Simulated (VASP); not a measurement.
Computed with PBEsol GGA, VASP's PBE PAW potentials (set 64) (plane waves; VASP).

VASP ran on this input.

**INCAR**
```
SYSTEM = Tb
PREC = Accurate
ENCUT = 400
EDIFF = 1E-6
NELM = 100
ALGO = Normal
LREAL = .FALSE.
LASPH = .TRUE.
ISMEAR = 1
SIGMA = 0.1
GGA = PS
LMAXMIX = 6
LWAVE = .FALSE.
LCHARG = .FALSE.
IBRION = 2
ISIF = 3
NSW = 60
EDIFFG = -0.01
```

### KPOINTS
```
Regular mesh
0
gamma
  12 12 12
0 0 0
```

### POSCAR
```
Tb
1.0
 -1.9641801819   1.9641801819   1.9641801819
  1.9641801819  -1.9641801819   1.9641801819
  1.9641801819   1.9641801819  -1.9641801819
Tb
1
Cart
  0.0000000000   0.0000000000   0.0000000000
```

POTCAR, in this order: Tb_3 (PBE.64 set). Program: vasp_std.

Output of the run:

### OUTCAR
```
 ion  position               nearest neighbor table
   1  0.000  0.000  0.000-
  LATTYP: Found a body centered cubic cell.
 ALAT       =     3.9283603638
 Subroutine PRICEL returns:
 Original cell was already a primitive cell.
 Subroutine GETGRP returns: Found 48 space group operations
The static configuration has the point symmetry O_h .
The dynamic configuration has the point symmetry O_h .
 Subroutine INISYM returns: Found 48 space group operations
 Subroutine IBZKPT returns following result:
 Found     72 irreducible k-points:

 Following reciprocal coordinates:
            Coordinates               Weight
  0.000000  0.000000  0.000000      1.000000
  0.083333  0.000000  0.000000     12.000000
  0.166667  0.000000  0.000000     12.000000
  0.250000  0.000000  0.000000     12.000000
  0.333333  0.000000  0.000000     12.000000
  0.416667  0.000000  0.000000     12.000000
  0.500000  0.000000  0.000000      6.000000
  0.083333  0.083333  0.000000     24.000000
  0.166667  0.083333  0.000000     48.000000
  0.250000  0.083333  0.000000     48.000000
  0.333333  0.083333 -0.000000     48.000000
  0.416667  0.083333  0.000000     48.000000
  0.166667  0.166667  0.000000     24.000000
  0.250000  0.166667  0.000000     48.000000
  0.333333  0.166667 -0.000000     48.000000
  0.416667  0.166667  0.000000     24.000000
  0.250000  0.250000  0.000000     24.000000
  0.333333  0.250000  0.000000     48.000000
  0.333333  0.333333  0.000000      8.000000
  0.083333  0.083333  0.083333      8.000000
  0.166667  0.083333  0.083333     24.000000
  0.250000  0.083333  0.083333     24.000000
  0.333333  0.083333  0.083333     24.000000
  0.416667  0.083333  0.083333     12.000000
 -0.083333  0.083333  0.083333      6.000000
  0.166667  0.166667  0.083333     24.000000
  0.250000  0.166667  0.083333     48.000000
  0.333333  0.166667  0.083333     48.000000
 -0.166667  0.166667  0.083333     24.000000
  0.250000  0.250000  0.083333     24.000000
  0.333333  0.250000  0.083333     24.000000
 -0.250000  0.250000  0.083333     24.000000
 -0.166667  0.250000  0.083333     24.000000
 -0.333333  0.333333  0.083333     24.000000
 -0.250000  0.333333  0.083333     48.000000
 -0.416667  0.416667  0.083333     24.000000
 -0.333333  0.416667  0.083333     48.000000
 -0.250000  0.416667  0.083333     24.000000
  0.500000  0.500000  0.083333     12.000000
 -0.416667  0.500000  0.083333     48.000000
   k-points           NKPTS =     72   k-points in BZ     NKDIM =     72   number of bands    NBANDS=      8
   number of dos      NEDOS =    301   number of ions     NIONS =      1
   total plane-waves  NPLWV =  13824
   dimension x,y,z NGX =    24 NGY =   24 NGZ =   24
   dimension x,y,z NGXF=    48 NGYF=   48 NGZF=   48
   ions per type =               1
   PREC   = accura    normal or accurate (medium, high low for compatibility)
   ISTART =      0    job   : 0-new  1-cont  2-samecut
   ICHARG =      2    charge: 1-file 2-atom 10-const
   ISPIN  =      1    spin polarized calculation?
   LNONCOLLINEAR =      F non collinear calculations
   LSORBIT =      F    spin-orbit coupling
   INIWAV =      1    electr: 0-lowe 1-rand  2-diag
   ENCUT  =  400.0 eV  29.40 Ry    5.42 a.u.   5.55  5.55  5.55*2*pi/ulx,y,z
   NELM   =    100;   NELMIN=  2; NELMDL= -5     # of ELM steps
   EDIFF  = 0.1E-05   stopping-criterion for ELM
   LREAL  =      F    real-space projection
   NLSPLINE    = F    spline interpolate recip. space projectors
   LMAXMIX     =    6 max onsite mixed and CHGCAR
   VOSKOWN=      0    Vosko Wilk Nusair interpolation
...
```

File OSZICAR:
```
       N       E                     dE             d eps       ncg     rms          rms(c)
DAV:   1     0.255342642973E+01    0.25534E+01   -0.39484E+03  1160   0.751E+02
DAV:   2    -0.477350731080E+01   -0.73269E+01   -0.70664E+01  1888   0.792E+01
DAV:   3    -0.485730890102E+01   -0.83802E-01   -0.82121E-01  1384   0.626E+00
DAV:   4    -0.485757312662E+01   -0.26423E-03   -0.26288E-03  1912   0.371E-01
DAV:   5    -0.485757332308E+01   -0.19646E-06   -0.19620E-06  1320   0.702E-03    0.168E+01
DAV:   6    -0.485556498922E+01    0.20083E-02   -0.14639E-02  1416   0.103E+00    0.100E+01
DAV:   7    -0.485923972392E+01   -0.36747E-02   -0.23134E-02  1512   0.130E+00    0.153E-01
DAV:   8    -0.485899837053E+01    0.24135E-03   -0.10128E-03  1288   0.275E-01    0.284E-02
DAV:   9    -0.485900061929E+01   -0.22488E-05   -0.38265E-05  1880   0.607E-02    0.115E-02
DAV:  10    -0.485899942129E+01    0.11980E-05   -0.35383E-06  1296   0.165E-02    0.110E-02
DAV:  11    -0.485899949320E+01   -0.71916E-07   -0.47560E-07   752   0.599E-03
   1 F= -.48589995E+01 E0= -.48595126E+01  d E =-.485900E+01
```

OUTCAR:
```
------------------------ aborting loop because EDIFF is reached ----------------------------------------
  FORCE on cell =-STRESS in cart. coord.  units (eV):
  Direction    XX          YY          ZZ          XY          YZ          ZX
  --------------------------------------------------------------------------------------
  Total        0.0011056      0.0011056      0.0011056      0.0000000     -0.0000000      0.0000000
  in kB        0.0584412      0.0584412      0.0584412      0.0000000     -0.0000000      0.0000000
  external PRESSURE =       0.0584412 kB  Pullay stress =       0.0000000 kB
  volume of cell :       30.31
      direct lattice vectors                 reciprocal lattice vectors
    -1.964180182  1.964180182  1.964180182     0.000000000  0.254559131  0.254559131
     1.964180182 -1.964180182  1.964180182     0.254559131  0.000000000  0.254559131
     1.964180182  1.964180182 -1.964180182     0.254559131  0.254559131  0.000000000
 POSITION                                       TOTAL-FORCE (eV/Angst)
 -----------------------------------------------------------------------------------
      0.00000      0.00000      0.00000         0.000000      0.000000     -0.000000
 -----------------------------------------------------------------------------------
    total drift:                                0.000000      0.000000     -0.000000
  FREE ENERGIE OF THE ION-ELECTRON SYSTEM (eV)
  ---------------------------------------------------
  free  energy   TOTEN  =        -4.8589994932 eV

  energy  without entropy=       -4.8605389203  energy(sigma->0) =       -4.85951264

 reached required accuracy - stopping structural energy minimisation
```
(Selected blocks of OUTCAR.)

File OUTCAR:
```
 val. band max:        3.4964239659   @ k =   0.4167   0.0833   0.0000

 cond. band min:       3.5086755925   @ k =   0.3333   0.1667  -0.0000


 Fermi energy:         3.4986015850

 k-point     1 :       0.0000    0.0000    0.0000
  band No.  band energies     occupation
      1     -18.6091      2.00000
      2     -18.6091      2.00000
      3     -18.6091      2.00000
      4      -1.6473      2.00000
      5       5.2370     -0.00000
      6       5.2370     -0.00000
      7       5.2370     -0.00000
      8       7.5972      0.00000

 k-point     2 :       0.0833    0.0000    0.0000
  band No.  band energies     occupation
      1     -18.6730      2.00000
      2     -18.6284      2.00000
      3     -18.6095      2.00000
      4      -1.4275      2.00000
      5       5.0739     -0.00000
      6       5.1642     -0.00000
      7       5.4571     -0.00000
      8       7.3362      0.00000

 k-point     3 :       0.1667    0.0000    0.0000
  band No.  band energies     occupation
      1     -18.8431      2.00000
      2     -18.6805      2.00000
      3     -18.6108      2.00000
      4      -0.8183      2.00000
      5       4.6751     -0.00000
      6       4.8389     -0.00000
      7       6.1047      0.00000
      8       7.0604      0.00000

 k-point     4 :       0.2500    0.0000    0.0000
  band No.  band energies     occupation
      1     -19.0659      2.00000
      2     -18.7507      2.00000
      3     -18.6125      2.00000
      4       0.0151      2.00000
      5       4.2105     -0.00000
      6       4.3648     -0.00000
      7       7.1389      0.00000
      8       7.1783      0.00000

 k-point     5 :       0.3333    0.0000    0.0000
  band No.  band energies     occupation
      1     -19.2788      2.00000
      2     -18.8197      2.00000
      3     -18.6143      2.00000
      4       0.7488      2.00000
      5       3.8100     -0.00010
      6       4.2302     -0.00000
      7       7.4622      0.00000
...
```

The 4f electrons are frozen in the core of the lanthanide potential, so 4f levels, which can set the real gap, and their magnetism are missing.

The structure was generated: Tb was put into the bcc type (Im-3m), which need not be its known phase. It was relaxed first, which changed the volume by -5 %. The start is the result of an earlier pass.
